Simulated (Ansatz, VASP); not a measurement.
# KTaO3 in two plane-wave programs, part 2 of 3

One calculation is typed for both programs; each brings its own data sets. How far apart do they land? The cell is taken from a series of runs on this material, whose earlier steps may have relaxed, scaled, displaced or heated it; both programs get it as it stands.

VASP 6.6.1 and Ansatz 0.2.0.

So far: Starting point; Ansatz: zone-centre phonons, PBE.

## 3. VASP: zone-centre phonons, PBE

Level of this step: PBE; plane waves and PAW (O, K_sv, Ta_pv) (VASP).

The same cell, functional and mesh now go to VASP, with its own data sets.

Lines of VASP's logs that name or quote its potential files are left out, and so is its time.

INCAR

```
SYSTEM = KTaO3
PREC = Accurate
ENCUT = 600
EDIFF = 1E-08
NELM = 120
ISMEAR = 0
SIGMA = 0.01
LREAL = .FALSE.
ALGO = Normal
GGA = PE
NBANDS = 25
LASPH = .TRUE.
LORBIT = 11
LWAVE = .FALSE.
LCHARG = .FALSE.
ISIF = 2
IBRION = 8
LEPSILON = .TRUE.
GGA_COMPAT = .FALSE.
EFERMI = MIDGAP
KPAR = 2
```

POSCAR

```
KTaO3
1.0
    3.9688255684      0.0000000000      0.0000000000
    0.0000000000      3.9688255684      0.0000000000
    0.0000000000      0.0000000000      3.9688255684
O K Ta
3 1 1
Direct
    0.5000000000      0.0000000000      0.0000000000
    0.0000000000      0.5000000000      0.0000000000
    0.0000000000      0.0000000000      0.5000000000
    0.5000000000      0.5000000000      0.5000000000
    0.0000000000      0.0000000000      0.0000000000
```

KPOINTS

```
Automatic mesh
0
Gamma
8 8 8
0 0 0
```

PAW data sets: O, K_sv and Ta_pv (PBE family, release 64).

Command:

```
$ mpirun -np 2 vasp_std
```

The program printed:

```text
[banner, memory and clock lines left out]
running    2 mpi-ranks, on    1 nodes
 distrk:  each k-point on    1 cores,    2 groups
 distr:  one band on    1 cores,    1 groups

 POSCAR found type information on POSCAR O K Ta
 POSCAR found :  3 types and       5 ions
 LDA part: xc-table for (Slater+PW92), standard interpolation
 POSCAR, INCAR and KPOINTS ok, starting setup
 FFT: planning ... GRIDC
 FFT: planning ... GRID_SOFT
 FFT: planning ... GRID
 WAVECAR not read
 entering main loop
       N       E                     dE             d eps       ncg     rms          rms(c)
DAV:   1     0.357480813854E+03    0.35748E+03   -0.22778E+04  1750   0.170E+03
DAV:   2    -0.294618150580E+02   -0.38694E+03   -0.37684E+03  2121   0.455E+02
DAV:   3    -0.486836294871E+02   -0.19222E+02   -0.19158E+02  2383   0.999E+01
DAV:   4    -0.494923545330E+02   -0.80873E+00   -0.80791E+00  2955   0.124E+01
DAV:   5    -0.494971734253E+02   -0.48189E-02   -0.48185E-02  2334   0.103E+00    0.350E+01
DAV:   6    -0.411505024808E+02    0.83467E+01   -0.39214E+01  2358   0.432E+01    0.137E+01
DAV:   7    -0.410539958424E+02    0.96507E-01   -0.21159E+00  2240   0.918E+00    0.936E+00
DAV:   8    -0.410074893832E+02    0.46506E-01   -0.38539E-01  2289   0.536E+00    0.250E+00
DAV:   9    -0.409937601214E+02    0.13729E-01   -0.33917E-02  2237   0.142E+00    0.383E-01
DAV:  10    -0.409928564793E+02    0.90364E-03   -0.94522E-03  2448   0.660E-01    0.599E-02
DAV:  11    -0.409929252672E+02   -0.68788E-04   -0.45896E-04  2401   0.147E-01    0.297E-02
DAV:  12    -0.409929544935E+02   -0.29226E-04   -0.53045E-05  2461   0.608E-02    0.731E-03
DAV:  13    -0.409929544127E+02    0.80825E-07   -0.24619E-06  2337   0.137E-02    0.536E-03
DAV:  14    -0.409929543031E+02    0.10963E-06   -0.11977E-06  2304   0.694E-03    0.208E-03
DAV:  15    -0.409929543087E+02   -0.56789E-08   -0.11018E-07  2347   0.257E-03    0.366E-04
DAV:  16    -0.409929543034E+02    0.53101E-08   -0.15129E-08  1831   0.893E-04
   1 F= -.40992954E+02 E0= -.40992954E+02  d E =0.000000E+00
 Linear response reoptimize wavefunctions to high precision
DAV:   1    -0.409929542897E+02    0.13762E-07   -0.10978E-09  1657   0.307E-04
DAV:   2    -0.409929542896E+02    0.60027E-10   -0.13786E-10  1416   0.951E-05
 Linear response G [H, r] |phi>, progress :
  Direction:   1
       N       E                     dE             d eps       ncg     rms
RMM:   1    -0.136308298134E+03   -0.13631E+03    0.67729E+02  2948   0.199E+02
RMM:   2    -0.129194646403E+03    0.71137E+01   -0.30175E+01  2977   0.347E+01
RMM:   3    -0.129596328038E+03   -0.40168E+00   -0.38609E+00  3524   0.717E+00
RMM:   4    -0.129667358634E+03   -0.71031E-01   -0.57826E-01  3856   0.231E+00
RMM:   5    -0.129690599478E+03   -0.23241E-01   -0.13554E-01  4018   0.102E+00
RMM:   6    -0.129697879813E+03   -0.72803E-02   -0.39228E-02  4122   0.494E-01
RMM:   7    -0.129698904384E+03   -0.10246E-02    0.46660E-02  4216   0.269E-01
RMM:   8    -0.129700413590E+03   -0.15092E-02   -0.62745E-02  4244   0.160E-01
RMM:   9    -0.129700439860E+03   -0.26270E-04   -0.14150E-02  4244   0.103E-01
RMM:  10    -0.129700426099E+03    0.13761E-04   -0.13844E-02  4142   0.721E-02
RMM:  11    -0.129700533118E+03   -0.10702E-03    0.53928E-03  4027   0.533E-02
RMM:  12    -0.129700496920E+03    0.36198E-04   -0.31594E-03  3968   0.421E-02
RMM:  13    -0.129700518765E+03   -0.21846E-04   -0.37133E-03  3930   0.351E-02
RMM:  14    -0.129700514664E+03    0.41010E-05    0.15382E-03  3915   0.309E-02
RMM:  15    -0.129700496871E+03    0.17794E-04    0.44150E-04  3892   0.280E-02
RMM:  16    -0.129700509889E+03   -0.13018E-04    0.21803E-03  3880   0.263E-02
RMM:  17    -0.129700485765E+03    0.24124E-04   -0.32002E-05  3877   0.252E-02
RMM:  18    -0.129700498918E+03   -0.13154E-04    0.29493E-04  3872   0.245E-02
RMM:  19    -0.129700492367E+03    0.65513E-05    0.36273E-04  3883   0.241E-02
 Linear response G [H, r] |phi>, progress :
  Direction:   2
       N       E                     dE             d eps       ncg     rms
RMM:   1    -0.149054355595E+03   -0.14905E+03    0.51823E+02  2914   0.198E+02
RMM:   2    -0.148181148478E+03    0.87321E+00   -0.32549E+01  2889   0.368E+01
RMM:   3    -0.148647009374E+03   -0.46586E+00   -0.50385E+00  3558   0.819E+00
RMM:   4    -0.148711902091E+03   -0.64893E-01   -0.80951E-01  3926   0.276E+00
RMM:   5    -0.148743153239E+03   -0.31251E-01   -0.17617E-01  4090   0.122E+00
RMM:   6    -0.148751900671E+03   -0.87474E-02   -0.48742E-02  4174   0.587E-01
RMM:   7    -0.148754724666E+03   -0.28240E-02   -0.31694E-02  4264   0.317E-01
RMM:   8    -0.148754670648E+03    0.54018E-04   -0.39956E-02  4297   0.189E-01
RMM:   9    -0.148754914991E+03   -0.24434E-03   -0.90977E-03  4280   0.123E-01
RMM:  10    -0.148755022546E+03   -0.10756E-03   -0.17790E-03  4202   0.872E-02
RMM:  11    -0.148755072276E+03   -0.49730E-04    0.25466E-03  4107   0.664E-02
[...]
RMM:  37    -0.370950934137E+00   -0.96050E-09   -0.44553E-07 13444   0.581E-04    0.156E-06
RMM:  38    -0.370950934167E+00   -0.30872E-10   -0.30948E-07 13489   0.581E-04    0.108E-06
RMM:  39    -0.370950934643E+00   -0.47553E-09   -0.33286E-07 13464   0.582E-04    0.153E-06
RMM:  40    -0.370950934583E+00    0.59687E-10   -0.52811E-07 13500   0.581E-04    0.928E-07
[...]
RMM:  43    -0.370950935015E+00    0.46046E-09   -0.35896E-07 13518   0.582E-04    0.149E-06
RMM:  44    -0.370950935451E+00   -0.43634E-09   -0.54003E-07 13523   0.581E-04    0.875E-07
RMM:  45    -0.370950935165E+00    0.28590E-09   -0.16220E-07 13517   0.582E-04    0.126E-06
RMM:  46    -0.370950935417E+00   -0.25209E-09   -0.56985E-07 13533   0.581E-04    0.584E-07
RMM:  47    -0.370950935636E+00   -0.21857E-09   -0.63226E-07 13525   0.582E-04    0.124E-06
RMM:  48    -0.370950936181E+00   -0.54535E-09   -0.62627E-07 13534   0.580E-04    0.794E-07
RMM:  49    -0.370950936755E+00   -0.57365E-09   -0.42664E-07 13541   0.581E-04    0.100E-06
RMM:  50    -0.370950936367E+00    0.38831E-09   -0.43133E-07 13531   0.581E-04    0.923E-07
RMM:  51    -0.370950936935E+00   -0.56792E-09   -0.53459E-07 13549   0.582E-04    0.105E-06
RMM:  52    -0.370950935919E+00    0.10158E-08   -0.41800E-07 13516   0.581E-04    0.736E-07
RMM:  53    -0.370950936881E+00   -0.96229E-09   -0.34845E-07 13543   0.581E-04    0.117E-06
RMM:  54    -0.370950936582E+00    0.29941E-09   -0.43694E-07 13541   0.581E-04    0.964E-07
RMM:  55    -0.370950937053E+00   -0.47115E-09   -0.34712E-07 13530   0.582E-04    0.122E-06
RMM:  56    -0.370950936359E+00    0.69390E-09   -0.66342E-07 13525   0.581E-04    0.583E-07
RMM:  57    -0.370950936565E+00   -0.20584E-09   -0.34128E-07 13534   0.582E-04    0.147E-06
RMM:  58    -0.370950936325E+00    0.23957E-09   -0.62041E-07 13550   0.581E-04    0.946E-07
RMM:  59    -0.370950936762E+00   -0.43698E-09   -0.85158E-08 13531   0.581E-04    0.104E-06
 first order change of Fermi-energy   0.21454E-03
 force on displaced ion       1 direction 2 :   0.000  -4.571   0.000
 Born effective charge ion    1 direction 2 :   0.000  -1.676   0.000
 Linear response progress:
  Degree of freedom:   3/  4
       N       E                     dE             d eps       ncg     rms          rms(c)
RMM:   1    -0.312185382443E+00   -0.31219E+00    0.19187E-01  6453   0.264E+00
RMM:   2    -0.312957071187E+00   -0.77169E-03   -0.34183E-02  6658   0.673E-01    0.502E-02
RMM:   3    -0.314426549716E+00   -0.14695E-02   -0.63801E-03  7179   0.231E-01    0.257E-02
RMM:   4    -0.314741721161E+00   -0.31517E-03   -0.11100E-03  7753   0.739E-02    0.256E-02
RMM:   5    -0.314790730948E+00   -0.49010E-04   -0.26857E-04  7858   0.341E-02    0.184E-02
RMM:   6    -0.314823255130E+00   -0.32524E-04   -0.44367E-05  7528   0.206E-02    0.739E-03
RMM:   7    -0.314840172521E+00   -0.16917E-04   -0.13637E-05  7707   0.871E-03    0.620E-04
RMM:   8    -0.314846540837E+00   -0.63683E-05   -0.14720E-05  8300   0.419E-03    0.818E-04
RMM:   9    -0.314848078438E+00   -0.15376E-05   -0.26063E-06  8031   0.253E-03    0.750E-04
RMM:  10    -0.314847161003E+00    0.91743E-06    0.76656E-08  8089   0.168E-03    0.535E-04
RMM:  11    -0.314844992960E+00    0.21680E-05   -0.11021E-06  8009   0.126E-03    0.547E-05
RMM:  12    -0.314844175374E+00    0.81759E-06   -0.46115E-08  8200   0.971E-04    0.171E-04
RMM:  13    -0.314845280437E+00   -0.11051E-05    0.85451E-07  8163   0.820E-04    0.148E-04
RMM:  14    -0.314845012956E+00    0.26748E-06    0.14315E-07  8566   0.717E-04    0.118E-04
RMM:  15    -0.314844709672E+00    0.30328E-06   -0.24138E-08  8595   0.664E-04    0.573E-05
RMM:  16    -0.314844519418E+00    0.19025E-06    0.58769E-08  8663   0.631E-04    0.446E-06
RMM:  17    -0.314844502226E+00    0.17192E-07    0.23719E-08  8568   0.606E-04    0.801E-06
RMM:  18    -0.314844485252E+00    0.16975E-07    0.67475E-08  8376   0.595E-04    0.971E-06
RMM:  19    -0.314844507515E+00   -0.22264E-07   -0.33136E-07  8033   0.587E-04    0.183E-05
RMM:  20    -0.314844483548E+00    0.23967E-07    0.15354E-07  8663   0.583E-04    0.169E-05
RMM:  21    -0.314844484858E+00   -0.13094E-08    0.23442E-08  8364   0.579E-04    0.200E-05
 first order change of Fermi-energy  -0.13140E-03
 force on displaced ion       4 direction 1 :  -4.490  -0.000  -0.000
 Born effective charge ion    4 direction 1 :   1.154   0.000   0.000
 Linear response progress:
  Degree of freedom:   4/  4
       N       E                     dE             d eps       ncg     rms          rms(c)
RMM:   1    -0.190957898719E+00   -0.19096E+00    0.77818E+00  4491   0.162E+01
RMM:   2    -0.214351136092E+00   -0.23393E-01   -0.35006E-02  5819   0.117E+00    0.148E-01
RMM:   3    -0.213023215142E+00    0.13279E-02   -0.16490E-03  6442   0.196E-01    0.807E-02
RMM:   4    -0.211890160672E+00    0.11331E-02   -0.28728E-04  6851   0.960E-02    0.263E-02
RMM:   5    -0.211633637441E+00    0.25652E-03   -0.31133E-05  7260   0.290E-02    0.628E-03
RMM:   6    -0.211574418948E+00    0.59218E-04   -0.74383E-06  7777   0.999E-03    0.229E-03
RMM:   7    -0.211565619176E+00    0.87998E-05   -0.22780E-06  7532   0.396E-03    0.698E-04
RMM:   8    -0.211565787260E+00   -0.16808E-06    0.79779E-08  8171   0.184E-03    0.322E-04
RMM:   9    -0.211566944349E+00   -0.11571E-05    0.15999E-07  8208   0.118E-03    0.102E-04
RMM:  10    -0.211567164337E+00   -0.21999E-06    0.18401E-07  8300   0.813E-04    0.292E-05
RMM:  11    -0.211567189875E+00   -0.25539E-07   -0.69346E-07  8897   0.627E-04    0.233E-05
RMM:  12    -0.211567227379E+00   -0.37503E-07   -0.74205E-07  8543   0.531E-04    0.143E-05
RMM:  13    -0.211567233093E+00   -0.57145E-08   -0.90790E-07  8706   0.473E-04    0.473E-06
RMM:  14    -0.211567238589E+00   -0.54959E-08   -0.92314E-07  8905   0.435E-04    0.623E-06
[...]
RMM:  46    -0.211567305388E+00    0.86098E-10   -0.87279E-07  8310   0.367E-04    0.479E-07
RMM:  47    -0.211567303226E+00    0.21622E-08   -0.59368E-07  8316   0.367E-04    0.323E-07
RMM:  48    -0.211567306363E+00   -0.31375E-08   -0.97026E-07  8497   0.367E-04    0.406E-07
RMM:  49    -0.211567306413E+00   -0.49920E-10   -0.86305E-07  8370   0.367E-04    0.266E-07
RMM:  50    -0.211567306909E+00   -0.49544E-09   -0.83082E-07  8354   0.367E-04    0.335E-07
RMM:  51    -0.211567305340E+00    0.15689E-08   -0.93782E-07  8347   0.367E-04    0.378E-07
RMM:  52    -0.211567305463E+00   -0.12290E-09   -0.85107E-07  8326   0.367E-04    0.352E-07
RMM:  53    -0.211567306444E+00   -0.98098E-09   -0.97314E-07  8415   0.367E-04    0.324E-07
 first order change of Fermi-energy  -0.24963E-03
 force on displaced ion       5 direction 1 :  -3.863  -0.000   0.000
 Born effective charge ion    5 direction 1 :   8.740   0.000   0.000
 Born effective charges drift removed
 Linear response finished
```

(Continued in part 3 of 3.)

[Lines on the potential files, build, host, timing and source positions are cut from VASP's logs without a mark.]

[Logs are printed without paths, hosts, clocks, repeated set-up lines and the standing remarks that a program may print on its own settings, such as how far it seeks lower states.]

[Hosts, paths, dates, database ids (printed as entryN), source tags and the programs' standing remarks are cut or masked in the printed files.]
